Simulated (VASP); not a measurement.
These are PBE GGA, VASP's PBE PAW potentials (set 64) (plane waves; VASP) values and carry that method's errors.

Input for VASP

### KPOINTS
```
Automatic mesh
0
Gamma
12 12 12
0 0 0
```

### INCAR
```
SYSTEM = Na
PREC = Accurate
ENCUT = 520
EDIFF = 1E-7
NELM = 100
ALGO = Normal
LREAL = .FALSE.
LASPH = .TRUE.
ISMEAR = 1
SIGMA = 0.1
GGA = PE
LWAVE = .FALSE.
LCHARG = .FALSE.
ISIF = 2
```

File POSCAR:
```
Na
1
   -2.1177611792     2.1177611792     2.1177611792
    2.1177611792    -2.1177611792     2.1177611792
    2.1177611792     2.1177611792    -2.1177611792
Na
1
Direct
  0.0000000000   0.0000000000   0.0000000000
```

POTCAR, in this order: Na_pv (PBE.64 set). Program: vasp_std.

The run wrote:

File OSZICAR:
```
       N       E                     dE             d eps       ncg     rms          rms(c)
DAV:   1     0.201144325960E+02    0.20114E+02   -0.38735E+03  1015   0.821E+02
DAV:   2    -0.914860016817E+00   -0.21029E+02   -0.21015E+02  1071   0.139E+02
DAV:   3    -0.130486300935E+01   -0.39000E+00   -0.38999E+00  1351   0.264E+01
DAV:   4    -0.130825209672E+01   -0.33891E-02   -0.33891E-02  1246   0.216E+00
DAV:   5    -0.130829589190E+01   -0.43795E-04   -0.43795E-04  1267   0.203E-01    0.204E-01
DAV:   6    -0.130796241406E+01    0.33348E-03   -0.54569E-04  1218   0.373E-01    0.137E-01
DAV:   7    -0.130773255287E+01    0.22986E-03   -0.11235E-03  1085   0.449E-01    0.158E-02
DAV:   8    -0.130772488882E+01    0.76640E-05   -0.48987E-05  1323   0.158E-01    0.226E-03
DAV:   9    -0.130772513672E+01   -0.24790E-06   -0.19796E-07  1071   0.608E-03    0.103E-03
DAV:  10    -0.130772513193E+01    0.47951E-08   -0.58520E-08  1099   0.304E-03
   1 F= -.13077251E+01 E0= -.13074608E+01  d E =-.793093E-03
```

OUTCAR:
```
------------------------ aborting loop because EDIFF is reached ----------------------------------------
  FORCE on cell =-STRESS in cart. coord.  units (eV):
  Direction    XX          YY          ZZ          XY          YZ          ZX
  --------------------------------------------------------------------------------------
  Total       -0.0482242     -0.0482242     -0.0482242      0.0000000      0.0000000     -0.0000000
  in kB       -2.0336912     -2.0336912     -2.0336912      0.0000000      0.0000000     -0.0000000
  external PRESSURE =      -2.0336912 kB  Pullay stress =       0.0000000 kB
  volume of cell :       37.99
      direct lattice vectors                 reciprocal lattice vectors
    -2.117761179  2.117761179  2.117761179     0.000000000  0.236098388  0.236098388
     2.117761179 -2.117761179  2.117761179     0.236098388  0.000000000  0.236098388
     2.117761179  2.117761179 -2.117761179     0.236098388  0.236098388  0.000000000
 POSITION                                       TOTAL-FORCE (eV/Angst)
 -----------------------------------------------------------------------------------
      0.00000      0.00000      0.00000        -0.000000     -0.000000      0.000000
 -----------------------------------------------------------------------------------
    total drift:                               -0.000000     -0.000000     -0.000000
  FREE ENERGIE OF THE ION-ELECTRON SYSTEM (eV)
  ---------------------------------------------------
  free  energy   TOTEN  =        -1.3077251319 eV

  energy  without entropy=       -1.3069320385  energy(sigma->0) =       -1.30746077
```
(Selected blocks of OUTCAR.)

The compound is Na in the bcc structure. This cell is one point of a volume scan, at 1.03 of the reference volume.
